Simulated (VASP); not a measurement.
The system is Ta3AsAu2O13.

```
CELL_PARAMETERS angstrom
6.80067 -1.92163 -0.02621
6.80067 1.92163 -0.02621
-1.72225 0.00000 10.37288
ATOMIC_POSITIONS crystal
Ta 0.29832 0.29832 0.63042
Ta 0.35838 0.35838 0.00386
Ta 0.64153 0.64153 0.99841
As 0.70210 0.70210 0.36249
Au 0.60176 0.60176 0.63181
Au 0.39989 0.39989 0.36577
O 0.34257 0.34257 0.80557
O 0.41638 0.41638 0.55635
O 0.78159 0.78159 0.59389
O 0.65958 0.65958 0.20071
O 0.59095 0.59095 0.43486
O 0.21897 0.21897 0.41156
O 0.61546 0.61546 0.82214
O 0.14400 0.14400 0.64097
O 0.38300 0.38300 0.17947
O 0.84498 0.84498 0.35825
O 0.50050 0.50050 0.00258
O 0.81269 0.81269 0.99232
O 0.18737 0.18737 0.00856
```

The cell was built by a generator and needn't be a form met in nature.

Base run:

* Program: VASP 6.6.1
* Functional: PBE
* Potentials or basis: VASP PAW PBE potentials, release 64 (Ta_pv, As, Au, O)
* Cutoff: 520 eV
* k mesh: 7 × 7 × 3
* Occupations: fermi-dirac, width 0.05 eV
* Spin: no spin polarisation

Its results: band gap on the k mesh none (metal or under the smearing width); pressure 0.7 GPa; largest force 0.288 eV/Å.

Problem. The run is repeated on the same cell with these changes: further incar settings from ALGO = Normal; EDIFF = 1e-07; NBANDS = 84 to ALGO = Normal; EDIFF = 1e-07; dispersion from none to TS. What comes out?

Solution. Band gap on the k mesh none (metal or under the smearing width); pressure -0.9 GPa; largest force 0.292 eV/Å.

Caveats: atom-pairwise D2, TS and ULG terms overbind metals (some runs); pairwise dispersion overbinds metals, which lowers pressure and volume (some runs).

Not every run made on this cell is shown here.
